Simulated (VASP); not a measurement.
Method: PBE GGA, VASP's PBE PAW potentials (set 64) (plane waves; VASP 6.6.1).

VASP input:

**POSCAR**
```
PbTe
1
    0.0000000000     3.2300000000     3.2300000000
    3.2300000000     0.0000000000     3.2300000000
    3.2300000000     3.2300000000     0.0000000000
Te Pb
1 1
Direct
  0.5000000000   0.5000000000   0.5000000000
  0.0000000000   0.0000000000   0.0000000000
```

KPOINTS:
```
Automatic mesh
0
Gamma
9 9 9
0 0 0
```

INCAR:
```
SYSTEM = PbTe
PREC = Accurate
ENCUT = 300
EDIFF = 1E-6
NELM = 100
ALGO = Normal
LREAL = .FALSE.
LASPH = .TRUE.
ISMEAR = -1
SIGMA = 0.01
GGA = PE
LMAXMIX = 4
LWAVE = .FALSE.
LCHARG = .FALSE.
ISIF = 2
```

POTCAR, in this order: Te Pb_d (PBE.64 set). Program: vasp_std.

Output

OSZICAR:
```
       N       E                     dE             d eps       ncg     rms          rms(c)
DAV:   1     0.126643756836E+03    0.12664E+03   -0.69820E+03  1010   0.899E+02
DAV:   2     0.434892724336E+00   -0.12621E+03   -0.12379E+03  1076   0.288E+02
DAV:   3    -0.745661698273E+01   -0.78915E+01   -0.78752E+01  1292   0.791E+01
DAV:   4    -0.761648438893E+01   -0.15987E+00   -0.15984E+00  1282   0.138E+01
DAV:   5    -0.762042397467E+01   -0.39396E-02   -0.39396E-02  1270   0.170E+00    0.336E+00
DAV:   6    -0.750112086642E+01    0.11930E+00   -0.27938E-01  1308   0.399E+00    0.207E+00
DAV:   7    -0.749743957790E+01    0.36813E-02   -0.88174E-02  1212   0.160E+00    0.912E-01
DAV:   8    -0.749917517763E+01   -0.17356E-02   -0.99541E-03  1064   0.115E+00    0.146E-01
DAV:   9    -0.749912520029E+01    0.49977E-04   -0.10740E-03  1388   0.394E-01    0.599E-02
DAV:  10    -0.749916670640E+01   -0.41506E-04   -0.12507E-04  1034   0.848E-02    0.221E-02
DAV:  11    -0.749917403570E+01   -0.73293E-05   -0.38036E-05  1130   0.544E-02    0.138E-02
DAV:  12    -0.749917401069E+01    0.25008E-07   -0.26856E-06  1238   0.146E-02
   1 F= -.74991740E+01 E0= -.74991740E+01  d E =-.708926E-13
```

File OUTCAR:
```
------------------------ aborting loop because EDIFF is reached ----------------------------------------
  FORCE on cell =-STRESS in cart. coord.  units (eV):
  Direction    XX          YY          ZZ          XY          YZ          ZX
  --------------------------------------------------------------------------------------
  Total        0.7669016      0.7669016      0.7669016      0.0000000      0.0000000     -0.0000000
  in kB       18.2310922     18.2310922     18.2310922      0.0000000      0.0000000     -0.0000000
  external PRESSURE =      18.2310922 kB  Pullay stress =       0.0000000 kB
  volume of cell :       67.40
      direct lattice vectors                 reciprocal lattice vectors
     0.000000000  3.230000000  3.230000000    -0.154798762  0.154798762  0.154798762
     3.230000000  0.000000000  3.230000000     0.154798762 -0.154798762  0.154798762
     3.230000000  3.230000000  0.000000000     0.154798762  0.154798762 -0.154798762
  FREE ENERGIE OF THE ION-ELECTRON SYSTEM (eV)
  ---------------------------------------------------
  free  energy   TOTEN  =        -7.4991740107 eV

  energy  without entropy=       -7.4991740107  energy(sigma->0) =       -7.49917401
```
(Selected blocks of OUTCAR.)

At this cut-off the stress carries a Pulay error, which pulls relaxed volumes low.

The structure is a typed PbTe crystal (Fm-3m). The cell was not relaxed at this level.
